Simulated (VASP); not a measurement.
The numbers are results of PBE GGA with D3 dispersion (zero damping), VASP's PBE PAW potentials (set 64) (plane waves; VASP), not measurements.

Input for VASP

### INCAR
```
# general
SYSTEM =ZrS2
PREC   =Accurate
ENCUT  =520
LREAL  =.FALSE.   # projection in real space or not
LASPH  =.TRUE.   # aspherical one-centre terms

# electronic loop
EDIFF  =1E-7
NELM   =100
ALGO   =Normal   # blocked Davidson
LMAXMIX=4

# smearing
ISMEAR =0
SIGMA  =0.05

# functional
GGA    =PE   # PBE
IVDW   =11   # D3, zero damping

# ions
IBRION =2   # conjugate gradients
NSW    =30   # most ionic steps
ISIF   =4
EDIFFG =-0.01   # ionic stop

# output
LWAVE  =.FALSE.
LCHARG =.FALSE.
```

**KPOINTS**
```
K-points
0
gamma
7 7 4
0 0 0
```

POSCAR:
```
ZrS2
1.0
  1.8143423787  -3.1425332043   0.0000000000
  1.8143423787   3.1425332043   0.0000000000
  0.0000000000   0.0000000000   5.7633635662
Zr S
1 2
Cartesian
  1.8143423787   3.1425332043   0.0000000000
  1.8143423787   1.0475131631   1.4364615312
  1.8143423787  -1.0475131631   4.3269020350
```

POTCAR, in this order: Zr_sv S (PBE.64 set). Program: vasp_std.

**Question.** What does the run give for the energy per atom (σ→0), dispersion energy?

**Answer.** 
The energy per atom (σ→0) is -7344 meV/atom. The dispersion energy comes out as -0.663 eV.

File OSZICAR:
```
...
DAV:   2    -0.213678036397E+02    0.10857E-02   -0.48764E-03  1064   0.469E-01    0.118E-01
DAV:   3    -0.213676435958E+02    0.16004E-03   -0.38489E-04  1232   0.135E-01    0.492E-02
DAV:   4    -0.213676014802E+02    0.42116E-04   -0.10616E-04  1232   0.764E-02    0.159E-02
DAV:   5    -0.213676004690E+02    0.10112E-05   -0.12560E-05  1152   0.233E-02    0.708E-03
DAV:   6    -0.213676007656E+02   -0.29661E-06   -0.13725E-06  1152   0.769E-03    0.329E-03
DAV:   7    -0.213676008674E+02   -0.10182E-06   -0.30895E-07   968   0.371E-03    0.106E-03
DAV:   8    -0.213676008959E+02   -0.28443E-07   -0.22881E-08   528   0.120E-03
   5 F= -.22031017E+02 E0= -.22031017E+02  d E =-.964297E-03
```

The compound is ZrS2 in the 1T layered structure. This cell is one point of a volume scan, at 0.97 of the reference volume. Symmetry was kept, so distortions that lower it aren't found.
